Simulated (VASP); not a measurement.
# RPA total energies of CaO (Lime)

Aim: total energies of CaO (Lime) from exact exchange and RPA correlation, beside cheaper functionals. The scan starts from a database cell scaled to its smallest volume. The cell is of the rock-salt type. The start is a cell from a database of measured crystal structures.

Calculated with VASP 6.6.1; RPA correlation on PBE orbitals; plane waves and PAW (Ca_sv_GW, O_GW), in the first sound run; inputs show where later runs differ.

## (1) Starting point

It takes space group Fm-3m (No. 225, cubic). Conventional cell: a = 4.715 Å, b = 4.715 Å, c = 4.715 Å, α = 90.00°, β = 90.00°, γ = 90.00°. Ca has 6 O at 2.36 Å nearest. O has 6 Ca at 2.36 Å nearest. Farther neighbours, and contacts between anions beyond the nearest, are not listed.

As a file:

```xyz
2
Lattice="0.0000 2.3574 2.3574 2.3574 0.0000 2.3574 2.3574 2.3574 0.0000" Properties=species:S:1:pos:R:3 pbc="T T T"
Ca    0.0000    0.0000    0.0000
O     2.3574    2.3574    2.3574
```

## (2) Orbitals, volume ratio 0.94

RPA gives no stress here, so the energy is scanned over volumes, at one cutoff and mesh. Volumes are given as ratios to a reference cell, and this first cell is that cell scaled to 0.94. Each point starts from PBE orbitals, tightly converged.

INCAR

```
SYSTEM = CaO
PREC = Accurate
ENCUT = 560
EDIFF = 1E-08
NELM = 100
ISMEAR = 0
SIGMA = 0.05
LREAL = .FALSE.
ALGO = Normal
GGA = PE
NBANDS = 14
LORBIT = 11
LWAVE = .TRUE.
LCHARG = .FALSE.
KPAR = 8
```

POSCAR

```
CaO
1.0
    0.0000000000      2.3573739706      2.3573739706
    2.3573739706      0.0000000000      2.3573739706
    2.3573739706      2.3573739706      0.0000000000
Ca O
1 1
Direct
    0.0000000000      0.0000000000      0.0000000000
    0.5000000000      0.5000000000      0.5000000000
```

KPOINTS

```
Automatic mesh
0
Gamma
4 4 4
0 0 0
```

Potentials, in the order of the species: Ca_sv_GW and O_GW (PBE family, release 64).

On the command line:

```sh
$ mpirun -np 8 vasp_std
```

The program printed:

```text
[banner, memory and clock lines left out]
running    8 mpi-ranks, on    1 nodes
 distrk:  each k-point on    1 cores,    8 groups
 distr:  one band on    1 cores,    1 groups

 POSCAR found type information on POSCAR CaO
 POSCAR found :  2 types and       2 ions
|                                                                             |
|           W    W    AA    RRRRR   N    N  II  N    N   GGGG   !!!           |
|           W    W   A  A   R    R  NN   N  II  NN   N  G    G  !!!           |
|           W    W  A    A  R    R  N N  N  II  N N  N  G       !!!           |
|           W WW W  AAAAAA  RRRRR   N  N N  II  N  N N  G  GGG   !            |
|           WW  WW  A    A  R   R   N   NN  II  N   NN  G    G                |
|           W    W  A    A  R    R  N    N  II  N    N   GGGG   !!!           |
|                                                                             |
|     For optimal performance we recommend to set                             |
|       NCORE = 2 up to number-of-cores-per-socket                            |
|     NCORE specifies how many cores store one orbital (NPAR=cpu/NCORE).      |
|     This setting can greatly improve the performance of VASP for DFT.       |
|     The default, NCORE=1 might be grossly inefficient on modern             |
|     multi-core architectures or massively parallel machines. Do your        |
|     Unfortunately you need to use the default for GW and RPA                |
|     calculations (for HF NCORE is supported but not extensively tested      |
|     yet).                                                                   |
|                                                                             |

 LDA part: xc-table for (Slater+PW92), standard interpolation
 POSCAR, INCAR and KPOINTS ok, starting setup
 FFT: planning ... GRIDC
 FFT: planning ... GRID_SOFT
 FFT: planning ... GRID
 WAVECAR not read
 entering main loop
       N       E                     dE             d eps       ncg     rms          rms(c)
DAV:   1     0.218404E+03    0.21840E+03   -0.78172E+03   224   0.126E+03
DAV:   2    -0.411704E+01   -0.22252E+03   -0.19774E+03   298   0.497E+02
DAV:   3    -0.215310E+02   -0.17414E+02   -0.17087E+02   370   0.157E+02
DAV:   4    -0.217693E+02   -0.23829E+00   -0.23818E+00   298   0.186E+01
DAV:   5    -0.217708E+02   -0.15127E-02   -0.15117E-02   328   0.135E+00    0.136E+01
DAV:   6    -0.179009E+02    0.38698E+01   -0.10781E+01   378   0.497E+01    0.163E+01
DAV:   7    -0.177928E+02    0.10814E+00   -0.55378E-01   270   0.100E+01    0.785E+00
DAV:   8    -0.177326E+02    0.60205E-01   -0.15360E-01   296   0.609E+00    0.167E+00
DAV:   9    -0.177325E+02    0.48530E-04   -0.12469E-02   366   0.187E+00    0.353E-01
DAV:  10    -0.177325E+02    0.70856E-04   -0.36366E-03   278   0.105E+00    0.673E-02
DAV:  11    -0.177324E+02    0.35267E-04   -0.24817E-04   352   0.293E-01    0.326E-02
DAV:  12    -0.177325E+02   -0.17359E-04   -0.62686E-05   322   0.116E-01    0.492E-02
DAV:  13    -0.177324E+02    0.68494E-05   -0.23233E-05   360   0.700E-02    0.300E-02
DAV:  14    -0.177324E+02    0.79200E-07   -0.11771E-06   342   0.181E-02    0.676E-03
DAV:  15    -0.177324E+02   -0.16262E-06   -0.22820E-07   280   0.727E-03    0.255E-03
DAV:  16    -0.177324E+02    0.12527E-07   -0.14870E-08   224   0.305E-03    0.146E-03
DAV:  17    -0.177324E+02    0.20222E-07   -0.22851E-08   194   0.158E-03    0.854E-04
DAV:  18    -0.177324E+02    0.12102E-07   -0.21564E-09   118   0.103E-03    0.269E-04
DAV:  19    -0.177324E+02   -0.11480E-08   -0.60142E-10   130   0.423E-04
   1 F= -.17732448E+02 E0= -.17732448E+02  d E =-.667060E-23
 writing wavefunctions
```

The job ended after 6.4 s (8 MPI ranks of Intel Xeon Platinum 8488C (Sapphire Rapids), shared host; peak memory 1.3 GiB).

Lines that name or quote the potential files are left out of all logs, and their timing lines are given in words.

OUTCAR, selected parts (step 2):

```text
ion  position               nearest neighbor table
   1  0.000  0.000  0.000-   2 2.36   2 2.36   2 2.36   2 2.36   2 2.36   2 2.36
   2  0.500  0.500  0.500-   1 2.36   1 2.36   1 2.36   1 2.36   1 2.36   1 2.36

  LATTYP: Found a face centered cubic cell.
 ALAT       =     4.7147479412

 Subroutine GETGRP returns: Found 48 space group operations
 (whereof 48 operations were pure point group operations)

The static configuration has the point symmetry O_h .

 Found      8 irreducible k-points:

   k-points           NKPTS =      8   k-points in BZ     NKDIM =      8   number of bands    NBANDS=     14

   dimension x,y,z NGX =    28 NGY =   28 NGZ =   28
   dimension x,y,z NGXF=    56 NGYF=   56 NGZF=   56

   ENCUT  =  560.0 eV  41.16 Ry    6.42 a.u.   6.43  6.43  6.43*2*pi/ulx,y,z

   NELECT =      16.0000    total number of electrons

 k-points in reciprocal lattice and weights: Automatic mesh
   0.00000000  0.00000000  0.00000000       0.016
   0.25000000  0.00000000  0.00000000       0.125
   0.50000000  0.00000000  0.00000000       0.062
   0.25000000  0.25000000  0.00000000       0.094
   0.50000000  0.25000000  0.00000000       0.375
  -0.25000000  0.25000000  0.00000000       0.188
   0.50000000  0.50000000  0.00000000       0.047
  -0.25000000  0.50000000  0.25000000       0.094

 average (electrostatic) potential at core
       1 -91.4303       2 -67.4584

 E-fermi :   5.4402

 k-point     1 :       0.0000    0.0000    0.0000
  band No.  band energies     occupation
    ...
      4     -13.0289      2.00000
      5     -10.5349      2.00000
      6       5.0984      2.00000
      7       5.0984      2.00000
      8       5.0984      2.00000
      9      10.3193      0.00000
     10      11.4721      0.00000
     11      11.4721      0.00000
     12      11.4721      0.00000
     13      13.0757      0.00000
    ...

 k-point     2 :       0.2500    0.0000    0.0000
  band No.  band energies     occupation
    ...
      4     -13.0600      2.00000
      5      -9.7027      2.00000
      6       3.5048      2.00000
      7       4.3747      2.00000
      8       4.3747      2.00000
      9      11.5340      0.00000
     10      12.4852      0.00000
     11      12.4985      0.00000
     12      12.4985      0.00000
     13      14.4460      0.00000
    ...

 k-point     3 :       0.5000    0.0000    0.0000
  band No.  band energies     occupation
    ...
      4     -13.0905      2.00000
      5      -9.0961      2.00000
      6       2.3360      2.00000
      7       3.7883      2.00000
      8       3.7883      2.00000
      9      12.4322      0.00000
     10      13.7743      0.00000
     11      13.7743      0.00000
     12      14.0326      0.00000
     13      16.0127      0.00000
    ...

  Total        1.4039566      1.4039566      1.4039566      0.0000000      0.0000000     -0.0000000
  in kB       85.8516849     85.8516849     85.8516849      0.0000000      0.0000000     -0.0000000
  external PRESSURE =      85.8516849 kB  Pullay stress =       0.0000000 kB

  energy-cutoff  :      560.00
  volume of cell :       26.20
      direct lattice vectors                 reciprocal lattice vectors
     0.000000000  2.357373971  2.357373971    -0.212100416  0.212100416  0.212100416
     2.357373971  0.000000000  2.357373971     0.212100416 -0.212100416  0.212100416
     2.357373971  2.357373971  0.000000000     0.212100416  0.212100416 -0.212100416

 POSITION                                       TOTAL-FORCE (eV/Angst)
 -----------------------------------------------------------------------------------
      0.00000      0.00000      0.00000        -0.000000     -0.000000      0.000000
      2.35737      2.35737      2.35737         0.000000      0.000000     -0.000000
 -----------------------------------------------------------------------------------
    total drift:                                0.000000      0.000000      0.000000

  FREE ENERGIE OF THE ION-ELECTRON SYSTEM (eV)
  ---------------------------------------------------
  free  energy   TOTEN  =       -17.7324478672 eV

  energy  without entropy=      -17.7324478672  energy(sigma->0) =      -17.73244787

 total charge
# of ion       s       p       d       tot
------------------------------------------
    1        2.198   5.939   0.368   8.504
    2        1.524   3.429   0.000   4.953
--------------------------------------------------
tot          3.721   9.368   0.368  13.457

[... 3 further parts left out ...]
```

The gap is read on the k-mesh alone, so it is an upper bound where the band edges lie off the mesh.

A gap read on the k-mesh alone can miss the band edges.

This step gave:

```
free energy (TOTEN)            : -17.73 eV
Fermi energy                   : 5.440 eV
pressure                       : 8.585 GPa
gap on the k-mesh              : 3.630 eV
least direct gap on the k-mesh : 3.993 eV
```

## (3) Exact exchange, volume ratio 0.94

This step: Hartree-Fock energy on PBE orbitals; plane waves and PAW (Ca_sv_GW, O_GW) (VASP 6.6.1).

The Hartree-Fock energy is evaluated once on these orbitals (ALGO = Eigenval, NELM = 1), without letting them relax. It uses the mesh of the correlation step, since the long-wavelength errors of the two partly cancel, and the total energy is their sum.

INCAR

```
SYSTEM = CaO
PREC = Accurate
ENCUT = 560
ISMEAR = 0
SIGMA = 0.05
LREAL = .FALSE.
GGA = PE
NBANDS = 14
ALGO = Eigenval
NELM = 1
LHFCALC = .TRUE.
AEXX = 1
ALDAC = 0
AGGAC = 0
PRECFOCK = Normal
LWAVE = .FALSE.
LCHARG = .FALSE.
```

POSCAR is that of step 2.

KPOINTS is that of step 2.

The WAVECAR or CHGCAR of an earlier step is read.

On the command line:

```sh
$ mpirun -np 8 vasp_std
```

The program printed:

```text
[banner, memory and clock lines left out]
running    8 mpi-ranks, on    1 nodes
 distrk:  each k-point on    8 cores,    1 groups
 distr:  one band on    1 cores,    8 groups

 POSCAR found type information on POSCAR CaO
 POSCAR found :  2 types and       2 ions
 [... a notice as in an earlier step ...]

 LDA part: xc-table for (Slater+PW92), standard interpolation
|                                                                             |
|           W    W    AA    RRRRR   N    N  II  N    N   GGGG   !!!           |
|           W    W   A  A   R    R  NN   N  II  NN   N  G    G  !!!           |
|           W    W  A    A  R    R  N N  N  II  N N  N  G       !!!           |
|           W WW W  AAAAAA  RRRRR   N  N N  II  N  N N  G  GGG   !            |
|           WW  WW  A    A  R   R   N   NN  II  N   NN  G    G                |
|           W    W  A    A  R    R  N    N  II  N    N   GGGG   !!!           |
|                                                                             |
|     The number of bands has been changed from the values supplied in        |
|     The orbitals not found in the WAVECAR file will be initialized with     |
|     random numbers, which is usually adequate. For correlated               |
|     calculations, however, you should redo the groundstate calculation.     |
|     I found NBANDS = 14. Now, NBANDS = 16.                                  |
|                                                                             |

 found WAVECAR, reading the header
  number of bands has changed, file:    14 present:    16
  trying to continue reading WAVECAR, but it might fail
 POSCAR, INCAR and KPOINTS ok, starting setup
 FFT: planning ... GRIDC
 FFT: planning ... GRID_SOFT
 FFT: planning ... GRID
 reading WAVECAR
 random initialization beyond band           14
 the WAVECAR file was read successfully
 initial charge from wavefunction
 entering main loop
       N       E                     dE             d eps       ncg     rms          rms(c)
EIG:   1    -0.320926E+02   -0.32093E+02    0.00000E+00     0   0.000E+00
   1 F= -.32092622E+02 E0= -.32092622E+02  d E =-.478362E-16
```

Run time: 9 s. Hardware: 8 MPI ranks; peak memory 0.84 GiB.

OUTCAR, selected parts (step 3):

```text
The static configuration has the point symmetry O_h .

 Found      8 irreducible k-points:

   k-points           NKPTS =      8   k-points in BZ     NKDIM =     64   number of bands    NBANDS=     16

   NELECT =      16.0000    total number of electrons

  exchange ACFDT corr.  =        -0.00000000  see jH, gK, PRB 81, 115126

 E-fermi :   5.3765

 k-point     1 :       0.0000    0.0000    0.0000
  band No.  band energies     occupation
    ...
      4     -21.0024      2.00000
      5     -22.0371      2.00000
      6      -0.2898      2.00000
      7      -0.2898      2.00000
      8      -0.2898      2.00000
      9      15.1217      0.00000
     10      18.5482      0.00000
     11      18.5482      0.00000
     12      18.5482      0.00000
     13      20.6732      0.00000
    ...

 k-point     2 :       0.2500    0.0000    0.0000
  band No.  band energies     occupation
    ...
      4     -21.0277      2.00000
      5     -20.3147      2.00000
      6      -1.9885      2.00000
      7      -1.0132      2.00000
      8      -1.0132      2.00000
      9      18.1301      0.00000
     10      17.6579      0.00000
     11      20.0512      0.00000
     12      20.0512      0.00000
     13      22.4789      0.00000
    ...

 POSITION                                       TOTAL-FORCE (eV/Angst)
 -----------------------------------------------------------------------------------
      0.00000      0.00000      0.00000         0.000000     -0.000000      0.000000
      2.35737      2.35737      2.35737        -0.000000      0.000000     -0.000000
 -----------------------------------------------------------------------------------
    total drift:                               -0.000000     -0.000000     -0.000000

  FREE ENERGIE OF THE ION-ELECTRON SYSTEM (eV)
  ---------------------------------------------------
  free  energy   TOTEN  =       -32.0926220125 eV

  energy  without entropy=      -32.0926220125  energy(sigma->0) =      -32.09262201

[... 7 parts as in an earlier step ...]

[... 5 further parts left out ...]
```

The k-mesh is coarse for unscreened exact exchange, which converges slowly with it.

Numbers from this step:

```
free energy (TOTEN) : -32.09 eV
```

The Hartree-Fock energy on these orbitals is -16.0463 eV an atom.

## (4) Empty bands, volume ratio 0.94

This step: PBE; plane waves and PAW (Ca_sv_GW, O_GW) (VASP 6.6.1).

The next step needs empty bands that the ground-state run didn't converge, so the Hamiltonian is diagonalised in full, in a single step. LOPTICS writes the k-derivatives of the orbitals (WAVEDER), which give the long-wavelength limit of the screening.

INCAR

```
SYSTEM = CaO
PREC = Accurate
ENCUT = 560
ISMEAR = 0
SIGMA = 0.05
LREAL = .FALSE.
GGA = PE
NBANDS = 816
ALGO = Exact
NELM = 1
LWAVE = .TRUE.
LCHARG = .FALSE.
LOPTICS = .TRUE.
NEDOS = 1000
CSHIFT = 0.1
```

POSCAR is that of step 3.

KPOINTS is that of step 3.

On the command line:

```sh
$ mpirun -np 8 vasp_std
```

The program printed:

```text
[banner, memory and clock lines left out]
running    8 mpi-ranks, on    1 nodes
 distrk:  each k-point on    8 cores,    1 groups
 distr:  one band on    1 cores,    8 groups

 POSCAR found type information on POSCAR CaO
 POSCAR found :  2 types and       2 ions
 [... a notice as in an earlier step ...]

 LDA part: xc-table for (Slater+PW92), standard interpolation
 found WAVECAR, reading the header
  number of bands has changed, file:    14 present:   816
  trying to continue reading WAVECAR, but it might fail
 POSCAR, INCAR and KPOINTS ok, starting setup
 FFT: planning ... GRIDC
 FFT: planning ... GRID_SOFT
 FFT: planning ... GRID
 reading WAVECAR
 random initialization beyond band           14
 the WAVECAR file was read successfully
 initial charge from wavefunction
 entering main loop
       N       E                     dE             d eps       ncg     rms          rms(c)
DIA:   1    -0.177324E+02   -0.17732E+02    0.00000E+00     0   0.000E+00
   1 F= -.17732448E+02 E0= -.17732448E+02  d E =-.288634E-57
 writing wavefunctions
 optical routines
 imaginary and real dielectric function
 recalculating local potential from charge density
 direction            1
 direction            2
 direction            3
```

Wall time 7.8 s (8 MPI ranks); peak memory 1.1 GiB; 30 s of CPU time.

From OUTCAR (step 4):

```text
The static configuration has the point symmetry O_h .

 Found      8 irreducible k-points:

   k-points           NKPTS =      8   k-points in BZ     NKDIM =      8   number of bands    NBANDS=    816

   NELECT =      16.0000    total number of electrons

 E-fermi :   5.6593

 k-point     1 :       0.0000    0.0000    0.0000
  band No.  band energies     occupation
    ...
      4     -13.0289      2.00000
      5     -10.5349      2.00000
      6       5.0983      2.00000
      7       5.0983      2.00000
      8       5.0983      2.00000
      9      10.3193      0.00000
     10      11.4721      0.00000
     11      11.4721      0.00000
     12      11.4721      0.00000
     13      13.0757      0.00000
    ...

 k-point     2 :       0.2500    0.0000    0.0000
  band No.  band energies     occupation
    ...
      4     -13.0600      2.00000
      5      -9.7027      2.00000
      6       3.5048      2.00000
      7       4.3746      2.00000
      8       4.3746      2.00000
      9      11.5340      0.00000
     10      12.4852      0.00000
     11      12.4985      0.00000
     12      12.4985      0.00000
     13      14.4460      0.00000
    ...

  Total        1.4041621      1.4041621      1.4041621     -0.0000000      0.0000000      0.0000000
  in kB       85.8642484     85.8642484     85.8642484     -0.0000000      0.0000000      0.0000000
  external PRESSURE =      85.8642484 kB  Pullay stress =       0.0000000 kB

 POSITION                                       TOTAL-FORCE (eV/Angst)
 -----------------------------------------------------------------------------------
      0.00000      0.00000      0.00000        -0.000000     -0.000000     -0.000000
      2.35737      2.35737      2.35737         0.000000      0.000000      0.000000
 -----------------------------------------------------------------------------------
    total drift:                                0.000000      0.000000      0.000000

  FREE ENERGIE OF THE ION-ELECTRON SYSTEM (eV)
  ---------------------------------------------------
  free  energy   TOTEN  =       -17.7324478682 eV

  energy  without entropy=      -17.7324478682  energy(sigma->0) =      -17.73244787

 plasma frequency squared (from intraband transitions) (eV^2)
  --------------------------------------------------------------------------------------
       0.000      -0.000       0.000
       0.000       0.000      -0.000
       0.000      -0.000       0.000

[... 10 parts as in an earlier step ...]

[... 2 further parts left out ...]
```

WAVECAR now holds 816 bands for 16 electrons.

(Continued in part 2 of 6.)

[Long decimals in the printed logs are rounded to 6 places.]

[Lines on the potential files, build, host, timing and source positions are cut from VASP's logs without a mark.]

[Logs are printed without paths, hosts, clocks, repeated set-up lines and the standing remarks that a program may print on its own settings, such as how far it seeks lower states.]

[Hosts, paths, dates, database ids (printed as entryN), source tags and the programs' standing remarks are cut or masked in the printed files.]

[Measured values are set beside computed ones only where the two were judged alike; some that the calculation misses by far are left out.]

[Pressures printed for these runs are not shown converged in the cutoff: they can be off by several GPa and have the wrong sign.]
